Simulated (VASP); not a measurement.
Given:

```xyz
2
Lattice="0.0000 2.6570 2.6570 2.6570 0.0000 2.6570 2.6570 2.6570 0.0000" Properties=species:S:1:pos:R:3 pbc="T T T"
Zn     0.0000     0.0000     0.0000
S      1.3285     1.3285     1.3285
```

Level of theory: r2SCAN+rVV10, VASP's PBE PAW potentials (set 64) (plane waves; VASP). Numerical set-up: 520 eV cut-off, 9×9×9 Γ-centred mesh, Gaussian smearing of 0.050 eV, potentials Zn S.

Problem. Predict the energy per atom (σ→0), pressure, band gap (on the k-mesh) with the smallest direct gap where there is one.

Solution. 
```
Quantity                                      Value
-----------------------------------  --------------
band gap (on the k-mesh)                    2.86 eV
smallest direct gap (on the k-mesh)         2.86 eV
energy per atom (σ→0)                -9.175 eV/atom
pressure                                   2.75 GPa
```

Only differences to runs with the same potentials and settings are physical.

The compound is ZnS in the zinc blende structure. This cell is one point of a volume scan, at 0.97 of the reference volume.
